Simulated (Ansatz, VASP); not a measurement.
## Code comparison for YSe (Fm-3m, 2 atoms in the cell)

Self-consistent single point.

```xyz
2
Lattice="0.0000 2.8784 2.8784 2.8784 0.0000 2.8784 2.8784 2.8784 0.0000" Properties=species:S:1:pos:R:3 pbc="T T T"
Y      2.8784     2.8784     2.8784
Se     0.0000     0.0000     0.0000
```

Shared settings, as Ansatz (a program for electronic structure) writes them: kpoints.mp_grid.grid = 8 8 8; magnetization.spin_orbit = true; scf.occupations.method = gaussian; scf.occupations.width = 0.2 eV. Potentials and cutoffs stand in the table.

| code | model | pressure (GPa) | cutoff |
|---|---|---|---|
| Ansatz | PBEsol with spin-orbit coupling, PAW files made with PBE | -2.74 | default |
| VASP | PBEsol, spin-orbit coupling, VASP's PBE PAW potentials (set 64) | -2.72 | 300 eV |

The spread over the programs that give each value: pressure within 0.02 GPa.

Ansatz's pressure is given at a fixed set of plane waves, as the other plane-wave codes print theirs.

VASP's run is marked for a possible Pulay error in its stress at this cutoff; no cutoff test was made.

The starting cell comes from a database of computed structures (which also holds hypothetical and non-ambient phases and stackings), without a prior relaxation at this level.

Left out of this page: Quantum ESPRESSO, Elk, FLEUR and SIESTA (not drawn, or without a comparable value); ABINIT (failed or unconverged).

Keys are those of Ansatz 0.2.
